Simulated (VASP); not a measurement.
BP (zinc blende) relaxed at rising pressure, in one space group throughout; other phases were not tried. The pressures are those reached. Method: PBE GGA, VASP's PBE PAW potentials (set 64) (plane waves; VASP).

| P (GPa) | V (Å³/atom) | k-mesh |
|---|---|---|
| 0.00 | 11.746 | 10×10×10 |
| 4.98 | 11.409 | 10×10×10 |
| 9.98 | 11.113 | 10×10×10 |
| 19.86 | 10.614 | 10×10×10 |
| 29.83 | 10.199 | 10×10×10 |

A change of mesh leaves a small step in the series.

Question: Fit an equation of state and predict the volume at 44.94 GPa.

Answer: Least squares on the third-order Birch-Murnaghan form, P = (3B0/2)(y⁷ − y⁵)[1 + (3/4)(B′ − 4)(y² − 1)] with y = (V0/V)^(1/3), gives V0 = 11.746 Å³/atom, B0 = 162 GPa and B′ = 3.7, and so 9.683 Å³/atom. The run gave 9.681 Å³/atom, -0.0 % from the fit.

Pressures at which the relaxation failed are left out.

The compound is BP in the zinc blende structure.
